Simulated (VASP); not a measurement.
Data:

```
La2S3
1.0
    4.65543     0.00000     0.00000
   -2.32771     4.03172     0.00000
    0.00000     0.00000     7.25386
La S
2 3
Direct
  0.33333   0.66667   0.24670
  0.66667   0.33333   0.75330
  0.00000   0.00000   0.00000
  0.33333   0.66667   0.64700
  0.66667   0.33333   0.35300
```

Computed with PBE GGA, VASP's PBE PAW potentials (set 64) (plane waves; VASP). Settings: 400 eV cut-off, 4×4×3 Γ-centred mesh, Gaussian smearing of 0.050 eV, potentials La S.

Task: The ions, cell shape and volume are relaxed. Give the cell that the relaxation ends in.

Result: 
```
La2S3
1.0
    4.65172     0.00000     0.00000
   -2.32586     4.02851     0.00000
    0.00000     0.00000     7.16668
La S
2 3
Cartesian
  0.00000   2.68567   1.72291
  2.32586   1.34284   5.44377
  0.00000   0.00000   0.00000
  0.00000   2.68567   4.63973
  2.32586   1.34284   2.52695
```
Space group P-3m1 (164), at a tolerance of 0.03 Å.

Task: How do energy and volume change from the first to the last step?

Result: The energy (σ→0) changes by -3.4 meV/atom and the volume by -1.4 %, in 9 ionic steps.

| step | E(σ→0) (eV) | max force (eV/Å) | pressure (GPa) | volume (Å³) |
|---|---|---|---|---|
| 1 | -32.8960 | 0.319 | -0.30 | 136.15 |
| 2 | -32.9062 | 0.217 | -0.04 | 135.16 |
| 3 | -32.9115 | 0.073 | 0.34 | 133.75 |
| 4 | -32.9118 | 0.054 | -0.33 | 134.87 |
| 5 | -32.9125 | 0.046 | -0.03 | 134.37 |
| 6 | -32.9128 | 0.029 | -0.02 | 134.33 |
| 7 | -32.9128 | 0.007 | 0.00 | 134.29 |
| 8 | -32.9129 | 0.005 | -0.01 | 134.29 |
| 9 | -32.9130 | 0.005 | -0.05 | 134.30 |

The structure was generated: La2S3 was put into the A-La2O3 type (P-3m1), which need not be its known phase. This run relaxes it. Symmetry was kept, so distortions that lower it aren't found.
